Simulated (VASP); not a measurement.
FCdCl: relaxation of the atoms with PBE

The system is FCdCl, in a box.

```xyz
3
Lattice="10.0000 0.0000 0.0000 0.0000 14.0000 0.0000 0.0000 0.0000 10.0000" Properties=species:S:1:pos:R:3 pbc="T T T"
F     4.5503    9.0424    5.0058
Cd    4.9673    7.1735    5.0248
Cl    5.4953    4.9689    5.0775
```

The cell isn't the ideal one: atoms moved at random, drawn with an rms of 0.02 Å.

```
Program                : VASP 6.6.1
Task                   : relaxation of the atoms
Functional             : PBE
Potentials or basis    : VASP PAW PBE potentials, release 64 (F, Cd, Cl)
Cutoff                 : 520 eV
k mesh                 : 1 × 1 × 1
Occupations            : gaussian, width 0.01 eV
Spin                   : no spin polarisation
Further INCAR settings : ALGO = Fast; EDIFF = 1e-07; IBRION = 2; EDIFFG = -0.02; NSW = 40
```

```yaml
Energy_gained_by_relaxing: 7.5 meV/atom
Ionic_steps: 14
Largest_force_after_relaxing: 0.016 eV/Å
Gap_between_the_frontier_levels: 4.39 eV
```

Forces on the atoms (eV/Å):
```
F   -0.001 -0.012 -0.001
Cd   0.002 -0.004  0.001
Cl  -0.001  0.016  0.000
```

Step by step:
| step | energy change (eV) | largest force (eV/Å) | pressure (GPa) |
| --- | --- | --- | --- |
| 1 | 0.0000 | 1.0021 | 0.07 |
| 2 | 0.0186 | 1.6322 | -0.01 |
| 3 | -0.0185 | 0.2974 | 0.03 |
| 4 | -0.0220 | 0.0637 | 0.00 |
| 5 | -0.0222 | 0.0334 | -0.01 |
| 6 | -0.0222 | 0.0316 | 0.00 |
| 7 | -0.0222 | 0.0317 | -0.01 |
| 8 | -0.0222 | 0.0451 | -0.01 |
| 9 | -0.0223 | 0.0405 | -0.01 |
| 10 | -0.0223 | 0.0325 | -0.01 |
| 11 | -0.0224 | 0.0242 | -0.01 |
| 12 | -0.0224 | 0.0422 | -0.01 |
| 13 | -0.0224 | 0.0245 | -0.01 |
| 14 | -0.0224 | 0.0157 | -0.01 |

Final structure:
```cif
data_structure
_symmetry_space_group_name_H-M 'P 1'
_symmetry_Int_Tables_number 1
_cell_length_a 10.0000
_cell_length_b 14.0000
_cell_length_c 10.0000
_cell_angle_alpha 90.000
_cell_angle_beta 90.000
_cell_angle_gamma 90.000
_cell_volume 1400.00
loop_
_atom_site_label
_atom_site_type_symbol
_atom_site_fract_x
_atom_site_fract_y
_atom_site_fract_z
_atom_site_occupancy
F1 F 0.45354 0.64800 0.50005 1
Cd1 Cd 0.49815 0.51158 0.50337 1
Cl1 Cl 0.54960 0.35363 0.50740 1
```

Levels at points of the mesh, in eV from the valence-band top:
```csv
k point,band 11,band 12,band 13,band 14,band 15,band 16
"(0.00, 0.00, 0.00)",-0.65,0.00,0.00,4.39,6.42,6.42
```

Wall time 7.3 min on 1 thread of AMD EPYC 9R45 96-Core Processor (Zen 5) (shared host), peak memory 1.3 GiB.
